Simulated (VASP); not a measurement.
Calculation: HSEsol screened hybrid, VASP's PBE PAW potentials (set 64) (plane waves; VASP 6.6.1).

VASP ran on this input.

File KPOINTS:
```
Automatic
0
gamma
 8 8 8
```

INCAR:
```
# general
SYSTEM  =BAs
PREC    =Accurate
ENCUT   =520
LREAL   =.FALSE.
LASPH   =.TRUE.
ISYM    =3

# electronic loop
EDIFF   =1E-6
NELM    =60
ALGO    =Normal
LMAXMIX =4

# smearing
ISMEAR  =0
SIGMA   =0.05

# functional
GGA     =PS
LHFCALC =.TRUE.
AEXX    =0.25
HFSCREEN=0.2
PRECFOCK=Fast

# ions
ISIF    =2

# output
LWAVE   =.FALSE.
LCHARG  =.FALSE.
```

POSCAR:
```
BAs
3.3003340
  0.0000000000   0.7071066913   0.7071066913
  0.7071066913   0.0000000000   0.7071066913
  0.7071066913   0.7071066913   0.0000000000
B As
1 1
direct
  0.0000000000   0.0000000000   0.0000000000
  0.2500000000   0.2500000000   0.2500000000
```

POTCAR, in this order: B As (PBE.64 set). Program: vasp_std. Read from the step before: WAVECAR.

**Question.** Predict the energy per atom (σ→0), pressure.

**Answer.** 
energy per atom (σ→0): -665.1 kJ/mol of atoms
pressure: 8.62 GPa

**OSZICAR**
```
...
DAV:   3    -0.137867071886E+02    0.99721E-03   -0.23297E-03   504   0.302E-01    0.957E-01
DAV:   4    -0.137865464103E+02    0.16078E-03   -0.41153E-04   576   0.135E-01    0.553E-01
DAV:   5    -0.137864746900E+02    0.71720E-04   -0.32917E-05   640   0.482E-02    0.315E-01
DAV:   6    -0.137864470346E+02    0.27655E-04   -0.15700E-05   568   0.268E-02    0.177E-01
DAV:   7    -0.137864388312E+02    0.82033E-05   -0.54869E-06   512   0.158E-02    0.989E-02
DAV:   8    -0.137864364062E+02    0.24251E-05   -0.10811E-06   272   0.861E-03    0.560E-02
DAV:   9    -0.137864356315E+02    0.77464E-06   -0.36703E-07   256   0.567E-03
   1 F= -.13786436E+02 E0= -.13786436E+02  d E =-.284156E-17
```

The compound is BAs in the zinc blende structure. This cell is one point of a volume scan, at 0.91 of the reference volume. The cell's shape comes from a PBE relaxation.
